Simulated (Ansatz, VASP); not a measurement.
# Cross-check of C (Diamond) between VASP and Ansatz, part 3 of 3

One calculation is typed for both programs; each brings its own data sets. How far apart do they land? The cell is taken from a series of runs on this material, whose earlier steps may have relaxed, scaled, displaced or heated it; both programs get it as it stands.

VASP 6.6.1 and Ansatz 0.2.0.

So far: The starting structure; VASP: zone-centre phonons, LDA, pair 1; Ansatz: zone-centre phonons, LDA, pair 1; Comparison; Ansatz: zone-centre phonons, LDA, pair 2; VASP: zone-centre phonons, LDA, pair 2.

### Step 8. Ansatz: zone-centre phonons, LDA, pair 3

Level of this step: Ansatz beside VASP: Kohn-Sham DFT, plane waves, LDA (Ansatz).

Second derivatives magnify differences that forces hide, and they need a tight electronic threshold. The cell compared in this pair holds 10.82 Å³, against 10.63 Å³ for the pair before.

The cell is taken from a series of runs on this material, whose earlier steps may have relaxed, scaled, displaced or heated it; both programs get it as it stands.

input.yaml

```yaml
crystal:
  lattice:
    - [0.0, 1.7480759527, 1.770510077]
    - [1.7480759527, 0.0, 1.770510077]
    - [1.7480759527, 1.7480759527, 0.0]
  atoms:
    - { symbol: C, position: [0.5, 0.5, 0.5] }
    - { symbol: C, position: [0.75, 0.75, 0.75] }
kpoints:
  mp_grid: { grid: [12, 12, 12] }
hamiltonian:
  xc: lda
  pseudopotentials: { kind: paw, azcp: { folder: soft_1 }, xc_functional: pbe }
scf:
  occupations: { method: fixed }
output:
  eigenvalues: true
phonons:
  method: dfpt
  dielectric: true
  rigid_motions: translations
```

Command:

```bash
$ ansatz run input.yaml --threads 4 --pin off --max-ram 10240MiB --backend cpu --events-out ev --progress --plain --runs-dir out
```

Numbers of over 12 decimals in the logs are rounded to 6 here.

The program printed:

```text
[...]
Crystal: 2 atoms, lattice volume = 10.821 Å³
Basis set: ecut = 420 eV, 181 PW (Γ), exchange–correlation on 40×40×40 points (8 copies of the dense FFT grid, shifted against one another)
Bands: 8, of which v1, the nominal top of the filled ones, is band 4 counted from 1 (3 counted from 0)
Symmetry: 16 space group operations
k-points: 868 of 1728 (irreducible under 1 space group operation, time reversal used)
[...]
optical modes at Γ + LO–TO along q̂ = [1.0000, 0.0000, 0.0000]:
      ω (cm⁻¹)  modes    IR ((D/Å)²/amu)
[...]
optical modes at Γ + LO–TO along q̂ = [0.0000, 1.0000, 0.0000]:
      ω (cm⁻¹)  modes    IR ((D/Å)²/amu)
       1340.67      1             0.0000
       1348.42      2             0.0000
  optical modes at Γ + LO–TO along q̂ = [0.0000, 0.0000, 1.0000]:
      ω (cm⁻¹)  modes    IR ((D/Å)²/amu)
       1340.67      1             0.0000
       1348.42      2             0.0000
[key lines of the parts left out:]
SCF converged after 7 iterations
Free energy (F): -485.981947 eV
Fermi energy:    14.028309 eV
```

### Step 9. VASP: zone-centre phonons, LDA, pair 3

The same cell, functional (in two slightly different forms) and mesh now go to VASP, with its own data sets.

INCAR

```
SYSTEM = C
PREC = Accurate
ENCUT = 600
EDIFF = 1E-08
NELM = 120
ISMEAR = 0
SIGMA = 0.01
LREAL = .FALSE.
ALGO = Normal
GGA = CA
NBANDS = 10
LORBIT = 11
LWAVE = .FALSE.
LCHARG = .FALSE.
ISIF = 2
IBRION = 8
LEPSILON = .TRUE.
LASPH = .TRUE.
GGA_COMPAT = .FALSE.
EFERMI = MIDGAP
KPAR = 2
```

POSCAR

```
C
1.0
    0.0000000000      1.7480759527      1.7705100770
    1.7480759527      0.0000000000      1.7705100770
    1.7480759527      1.7480759527      0.0000000000
C
2
Direct
    0.5000000000      0.5000000000      0.5000000000
    0.7500000000      0.7500000000      0.7500000000
```

KPOINTS

```
Automatic mesh
0
Gamma
12 12 12
0 0 0
```

The projector-augmented-wave data sets are C (LDA family, release 64).

Command:

```bash
$ mpirun -np 2 vasp_std
```

The program printed:

```text
[... set-up lines as in an earlier step ...]
 entering main loop
       N       E                     dE             d eps       ncg     rms          rms(c)
DAV:   1     0.231731375823E+00    0.23173E+00   -0.53179E+03  3404   0.868E+02
DAV:   2    -0.207595718672E+02   -0.20991E+02   -0.20194E+02  4534   0.138E+02
DAV:   3    -0.211482076583E+02   -0.38864E+00   -0.38747E+00  3872   0.151E+01
DAV:   4    -0.211489888705E+02   -0.78121E-03   -0.78117E-03  3540   0.806E-01
[...]
DAV:  10    -0.202413359598E+02   -0.13518E-05   -0.17946E-06  3628   0.122E-02    0.459E-03
DAV:  11    -0.202413359010E+02    0.58812E-07   -0.57796E-08  3632   0.200E-03    0.716E-04
DAV:  12    -0.202413358915E+02    0.95275E-08   -0.12238E-09  1990   0.352E-04
   1 F= -.20241336E+02 E0= -.20241336E+02  d E =0.000000E+00
 Linear response reoptimize wavefunctions to high precision
DAV:   1    -0.202413358896E+02    0.18587E-08   -0.73830E-11  2124   0.928E-05
DAV:   2    -0.202413358896E+02    0.18986E-10   -0.32605E-12  1720   0.192E-05
 Linear response G [H, r] |phi>, progress :
  Direction:   1
[...]
RMM:  10    -0.111952886617E+00    0.22419E-08   -0.40309E-09 14018   0.294E-05    0.152E-07
 first order change of Fermi-energy  -0.18826E-04
 force on displaced ion       1 direction 1 : -40.399   0.000  -0.000
 Born effective charge ion    1 direction 1 :   0.000   0.000   0.000
 Linear response progress:
  Degree of freedom:   2/  2
       N       E                     dE             d eps       ncg     rms          rms(c)
RMM:   1    -0.120332564628E+00   -0.12033E+00   -0.18043E-02 13288   0.208E+00
RMM:   2    -0.111066071203E+00    0.92665E-02   -0.25613E-03  8538   0.395E-01    0.196E-01
RMM:   3    -0.111184835707E+00   -0.11876E-03   -0.22125E-04  8435   0.118E-01    0.106E-01
RMM:   4    -0.112019748030E+00   -0.83491E-03   -0.25423E-04  8343   0.122E-01    0.135E-02
[...]
RMM:   8    -0.111977661710E+00   -0.27463E-07    0.17082E-09  9418   0.640E-05    0.106E-05
RMM:   9    -0.111977522271E+00    0.13944E-06   -0.16954E-09  9616   0.399E-05    0.138E-06
RMM:  10    -0.111977524674E+00   -0.24031E-08   -0.16776E-08  7906   0.274E-05    0.445E-07
 first order change of Fermi-energy  -0.80036E+01
 force on displaced ion       1 direction 3 :  -0.000  -0.000 -39.963
 Born effective charge ion    1 direction 3 :   0.000   0.000  -0.000
 Born effective charges drift removed
 Linear response finished
```

From OUTCAR (step 9):

```text
  Total        0.9182878      0.9182878      0.0694254      0.0000000     -0.0000000      0.0000000
  in kB      135.9691613    135.9691613     10.2796896      0.0000000     -0.0000000      0.0000000
  external PRESSURE =      94.0726707 kB  Pullay stress =       0.0000000 kB

 POSITION                                       TOTAL-FORCE (eV/Angst)
 -----------------------------------------------------------------------------------
      1.74808      1.74808      1.77051         0.000000      0.000000     -0.000000
      2.62211      2.62211      2.65577        -0.000000     -0.000000      0.000000
 -----------------------------------------------------------------------------------
    total drift:                                0.000000     -0.000000      0.000000

 MACROSCOPIC STATIC DIELECTRIC TENSOR (including local field effects in DFT)
 ------------------------------------------------------
           5.694012     0.000000     0.000000
           0.000000     5.694012     0.000000
          -0.000000    -0.000000     5.832206
 ------------------------------------------------------

[... 2 parts as in an earlier step ...]

[... 1 further part left out ...]
```

### Step 10. Comparison

The two programs side by side:

| quantity | Ansatz | VASP | difference |
| --- | --- | --- | --- |
| ε∞ xx | 5.70 | 5.69 | +0.03 % |
| ε∞ yy | 5.70 | 5.69 | +0.03 % |
| ε∞ zz | 5.83 | 5.83 | +0.03 % |
| Born charge of C1 (mean of the diagonal) (e) | 0.00 | 0.00 | 0.00 |
| optical mode 1 (cm⁻¹) | 1340.7 | 1345.2 | -0.34 % |
| optical mode 2 to 3 (cm⁻¹) | 1348.4 | 1352.5 | -0.30 % |

Modes are paired by rising frequency, not by their patterns, so a pair may set unlike modes beside each other; they are those without the splitting of longitudinal modes.

### Step 11. Outcome

```json
{"r.m.s. difference of the optical zone-centre modes, each program's sorted by frequency (zone-centre phonons, LDA, pair 1)": "3.7 cm⁻¹", "r.m.s. difference of the optical zone-centre modes, each program's sorted by frequency (zone-centre phonons, LDA, pair 2)": "4.0 cm⁻¹", "r.m.s. difference of the optical zone-centre modes, each program's sorted by frequency (zone-centre phonons, LDA, pair 3)": "4.2 cm⁻¹"}
```

In words: The r.m.s. difference of the optical zone-centre modes, each program's sorted by frequency is 3.7 cm⁻¹ (zone-centre phonons, LDA, pair 1). How closely two codes agree says nothing of how well the functional describes the real material.

[Lines on the potential files, build, host, timing and source positions are cut from VASP's logs without a mark.]

[Logs are printed without paths, hosts, clocks, repeated set-up lines and the standing remarks that a program may print on its own settings, such as how far it seeks lower states.]

[Hosts, paths, dates, database ids (printed as entryN), source tags and the programs' standing remarks are cut or masked in the printed files.]
